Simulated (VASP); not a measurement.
# Ruthenium: how cutoff and mesh change the relaxed cell, part 2 of 2

How far does the relaxed cell of Ruthenium depend on cutoff and k mesh? The starting structure is a measured crystal structure from the Crystallography Open Database. The first relaxation on each setting starts from this cell expanded by 3 % in volume.

VASP 6.6.1.

Results so far: reference 13.31 Å³ an atom; a cutoff of 240 eV 12.92 Å³ an atom; a 10×10×6 mesh 13.32 Å³ an atom.

## 5. Relaxation with a cutoff of 600 eV

Level of this step: PBEsol; plane waves and PAW (Ru_pv) (VASP).

Against step 2 the input has ENCUT = 600. This run starts from the cell of an earlier relaxation, which isn't shown; the restart sets up the plane waves anew.

INCAR

```
SYSTEM = Ru
PREC = Accurate
ENCUT = 600
EDIFF = 1E-06
NELM = 100
ISMEAR = 1
SIGMA = 0.15
LREAL = .FALSE.
ALGO = Normal
GGA = PS
NBANDS = 20
LASPH = .TRUE.
LORBIT = 11
LWAVE = .FALSE.
LCHARG = .FALSE.
KPAR = 4
IBRION = 2
NSW = 50
ISIF = 3
EDIFFG = -0.006
```

POSCAR

```
Ru
1.0
    2.6887761818      0.0000000000      0.0000000000
   -1.3443880909      2.3285484786      0.0000000000
    0.0000000000      0.0000000000      4.2528285316
Ru
2
Direct
    0.6666666667      0.3333333333      0.7500000000
    0.3333333333      0.6666666667      0.2500000000
```

KPOINTS

```
Automatic mesh
0
Gamma
18 18 10
0 0 0
```

Potentials, in the order of the species: Ru_pv (PBE family, release 64).

Launch:

```sh
$ mpirun -np 4 vasp_std
```

The program printed:

```text
[... set-up lines as in an earlier step ...]
 entering main loop
       N       E                     dE             d eps       ncg     rms          rms(c)
DAV:   1     0.307651753979E+03    0.30765E+03   -0.19115E+04  8880   0.174E+03
DAV:   2    -0.152720720531E+02   -0.32292E+03   -0.31404E+03  9124   0.487E+02
DAV:   3    -0.218798010430E+02   -0.66077E+01   -0.65511E+01 10172   0.771E+01
DAV:   4    -0.219309239107E+02   -0.51123E-01   -0.51074E-01 11352   0.640E+00
[...]
DAV:  10    -0.203414659728E+02    0.15015E-04   -0.19693E-04 10008   0.144E-01    0.262E-02
DAV:  11    -0.203414673021E+02   -0.13294E-05   -0.66125E-06 10272   0.247E-02    0.120E-03
DAV:  12    -0.203414673169E+02   -0.14708E-07   -0.16975E-07  6072   0.394E-03
   1 F= -.20341467E+02 E0= -.20341155E+02  d E =-.203415E+02
[...]
N       E                     dE             d eps       ncg     rms          rms(c)
DAV:   1    -0.203415220753E+02   -0.54773E-04   -0.20344E-03  9300   0.357E-01    0.462E-02
DAV:   2    -0.203414760887E+02    0.45987E-04   -0.64026E-05  9592   0.695E-02    0.174E-02
DAV:   3    -0.203414675220E+02    0.85667E-05   -0.22911E-05  9932   0.328E-02    0.473E-03
DAV:   4    -0.203414674319E+02    0.90097E-07   -0.66020E-07  5704   0.101E-02
   2 F= -.20341467E+02 E0= -.20341153E+02  d E =-.115064E-06
 trial-energy change:   -0.000000  1 .order   -0.000001   -0.000007    0.000005
 step:   0.5648(harm=  0.5648)  dis= 0.00000  next Energy=   -20.341469 (dE=-0.188E-05)
[...]
N       E                     dE             d eps       ncg     rms          rms(c)
DAV:   1    -0.203414793793E+02   -0.11857E-04   -0.38868E-04  9136   0.156E-01    0.203E-02
DAV:   2    -0.203414704660E+02    0.89132E-05   -0.12290E-05  9268   0.305E-02    0.764E-03
DAV:   3    -0.203414688602E+02    0.16058E-05   -0.43347E-06  7632   0.144E-02    0.196E-03
DAV:   4    -0.203414689397E+02   -0.79488E-07   -0.17288E-07  4844   0.482E-03
   3 F= -.20341469E+02 E0= -.20341155E+02  d E =-.162285E-05
[...]
reached required accuracy - stopping structural energy minimisation
```

It took 63 s on 4 MPI ranks of AMD EPYC 7R43, shared host; peak memory 0.83 GiB; 4.1 min of CPU time.

OUTCAR, selected parts (step 5):

```text
  Total       -0.0029728     -0.0029728      0.0010625     -0.0000000      0.0000000      0.0000000
  in kB       -0.1788767     -0.1788767      0.0639301     -0.0000000      0.0000000      0.0000000
  external PRESSURE =      -0.0979411 kB  Pullay stress =       0.0000000 kB

 POSITION                                       TOTAL-FORCE (eV/Angst)
 -----------------------------------------------------------------------------------
      1.34452      0.77626      3.18905        -0.000000     -0.000000      0.000000
     -0.00000      1.55252      1.06302         0.000000      0.000000      0.000000
 -----------------------------------------------------------------------------------
    total drift:                                0.000000     -0.000000      0.000000

  FREE ENERGIE OF THE ION-ELECTRON SYSTEM (eV)
  ---------------------------------------------------
  free  energy   TOTEN  =       -20.3414689397 eV

  energy  without entropy=      -20.3405278034  energy(sigma->0) =      -20.34115523

[... 2 parts as in an earlier step ...]

[... 2 further parts left out ...]
[key lines of the parts left out:]
E-fermi :  13.0516
```

With a cutoff of 600 eV the cell ends at 13.314 Å³ an atom, +0.02 % from the reference.

## 6. Relaxation with a 27×27×14 mesh

Against step 2 the input has a 27×27×14 mesh. This run starts from the cell of an earlier relaxation, which isn't shown; the restart sets up the plane waves anew.

INCAR: that of step 5 with these lines changed.

```diff
@@ -2,3 +2,3 @@
 PREC = Accurate
-ENCUT = 600
+ENCUT = 450
 EDIFF = 1E-06
```

POSCAR

```
Ru
1.0
    2.6912608925      0.0000000000      0.0000000000
   -1.3456304462      2.3307003012      0.0000000000
    0.0000000000      0.0000000000      4.2458782167
Ru
2
Direct
    0.6666666667      0.3333333333      0.7500000000
    0.3333333333      0.6666666667      0.2500000000
```

KPOINTS

```
Automatic mesh
0
Gamma
27 27 14
0 0 0
```

Launch:

```sh
$ mpirun -np 4 vasp_std
```

The program printed:

```text
[... set-up lines as in an earlier step ...]
 entering main loop
       N       E                     dE             d eps       ncg     rms          rms(c)
DAV:   1     0.263043670440E+03    0.26304E+03   -0.16390E+04 24048   0.141E+03
DAV:   2    -0.164741695061E+02   -0.27952E+03   -0.27177E+03 24848   0.436E+02
DAV:   3    -0.218887238980E+02   -0.54146E+01   -0.53729E+01 27452   0.679E+01
DAV:   4    -0.219316921936E+02   -0.42968E-01   -0.42927E-01 31016   0.571E+00
[...]
DAV:  10    -0.203406069276E+02    0.25309E-04   -0.23332E-04 27004   0.154E-01    0.248E-02
DAV:  11    -0.203406092794E+02   -0.23518E-05   -0.52735E-06 28012   0.219E-02    0.180E-03
DAV:  12    -0.203406092165E+02    0.62970E-07   -0.29933E-07 16344   0.522E-03
   1 F= -.20340609E+02 E0= -.20340280E+02  d E =-.203406E+02
[...]
2 F= -.20340590E+02 E0= -.20340261E+02  d E =0.192573E-04
[...]
3 F= -.20340611E+02 E0= -.20340281E+02  d E =-.134624E-05
[...]
4 F= -.20340611E+02 E0= -.20340282E+02  d E =-.150681E-05
[...]
reached required accuracy - stopping structural energy minimisation
```

The job ended after 1.8 min (4 MPI ranks; peak memory 1.1 GiB; 7 min of CPU time).

OUTCAR, selected parts (step 6):

```text
  Total       -0.0045002     -0.0045002     -0.0007993     -0.0000000      0.0000000      0.0000000
  in kB       -0.2707666     -0.2707666     -0.0480896     -0.0000000      0.0000000      0.0000000
  external PRESSURE =      -0.1965409 kB  Pullay stress =       0.0000000 kB

 POSITION                                       TOTAL-FORCE (eV/Angst)
 -----------------------------------------------------------------------------------
      1.34557      0.77686      3.18428         0.000000     -0.000000      0.000000
     -0.00000      1.55373      1.06143        -0.000000      0.000000      0.000000
 -----------------------------------------------------------------------------------
    total drift:                               -0.000000      0.000000     -0.000000

  FREE ENERGIE OF THE ION-ELECTRON SYSTEM (eV)
  ---------------------------------------------------
  free  energy   TOTEN  =       -20.3406107233 eV

  energy  without entropy=      -20.3396233902  energy(sigma->0) =      -20.34028161

[... 1 part as in an earlier step ...]

[... 3 further parts left out ...]
[key lines of the parts left out:]
E-fermi :  13.0737
```

With a 27×27×14 mesh the cell ends at 13.314 Å³ an atom, +0.03 % from the reference.

## 7. Comparison

```csv
run,volume (Å³/atom),change (%),pressure left (GPa),core minutes
reference,13.311,-,0.06,10.3
a cutoff of 240 eV,12.916,-2.96,0.0,5.13
a 10×10×6 mesh,13.324,0.1,-0.02,4.24
a cutoff of 600 eV,13.314,0.02,-0.01,16.7
a 27×27×14 mesh,13.314,0.03,-0.02,25.3
```

Core minutes are wall time times ranks, summed over the relaxations behind a row (those for a bulk modulus apart), on shared hosts.

## 8. What came out

```
volume of the reference                          : 13.31 Å³/atom
volume against the reference, a cutoff of 240 eV : -2.96 %
volume against the reference, a 10×10×6 mesh     : +0.10 %
volume against the reference, a cutoff of 600 eV : +0.02 %
volume against the reference, a 27×27×14 mesh    : +0.03 %
```

What this shows: The volume moves most with a cutoff of 240 eV: -2.96 % against the reference (450 eV, 18×18×10 mesh). On finer settings it changes by +0.02 % with a cutoff of 600 eV and +0.03 % with a 27×27×14 mesh. The relaxations stop with up to 0.06 GPa left, which at a bulk modulus of 50 GPa, to name a scale, is 0.11 % of the volume, and more along a soft axis. That understates it: a restart alone still moved the volume by up to 1.3 %. A cell that shrinks at the lower cutoff is the usual mark of Pulay stress, the error that a plane-wave basis makes when it is kept while the volume changes. Further runs on this material are not shown.

[Lines on the potential files, build, host, timing and source positions are cut from VASP's logs without a mark.]

[Logs are printed without paths, hosts, clocks, repeated set-up lines and the standing remarks that a program may print on its own settings, such as how far it seeks lower states.]

[Hosts, paths, dates, database ids (printed as entryN), source tags and the programs' standing remarks are cut or masked in the printed files.]
